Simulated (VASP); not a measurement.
MoS2, 6 atoms in the cell. Symmetry: P6_3/mmc, No. 194, hexagonal system. Conventional cell: a = 3.161 Å, b = 3.161 Å, c = 12.295 Å, α = 90.00°, β = 90.00°, γ = 120.00°. Around Mo (site symmetry -6m2) lie 6 S at 2.40 Å. S (site symmetry 3m) has 3 Mo at 2.40 Å as nearest neighbours. The cell was built by a generator and needn't be a form met in nature.

- Program: VASP 6.6.1
- Task: single point
- Functional: SCAN
- Potentials or basis: VASP PAW PBE potentials, release 64 (Mo_sv, S)
- Cutoff: 520 eV
- k mesh: 8 × 8 × 2
- Occupations: fermi-dirac, width 0.05 eV
- Spin: no spin polarisation
- Further INCAR settings: ALGO = Normal; EDIFF = 1e-06

Potentials or basis: VASP PAW PBE potentials, release 64 (Mo_sv, S).

Run with:

```sh
$ cat potpaw_PBE.64/Mo_sv/POTCAR potpaw_PBE.64/S/POTCAR > POTCAR
$ mpirun -np 1 vasp_std > vasp.out
```

Hardware: 1 thread of Intel(R) Xeon(R) Platinum 8375C CPU @ 2.90GHz (Ice Lake), on a shared host.

Q: How long does it take, and how much memory?

A: It took 6.2 min on 1 thread of Intel(R) Xeon(R) Platinum 8375C CPU @ 2.90GHz (Ice Lake), with other jobs on the host, peak memory 0.27 GiB. Counts: scf iterations 30, k points 20.
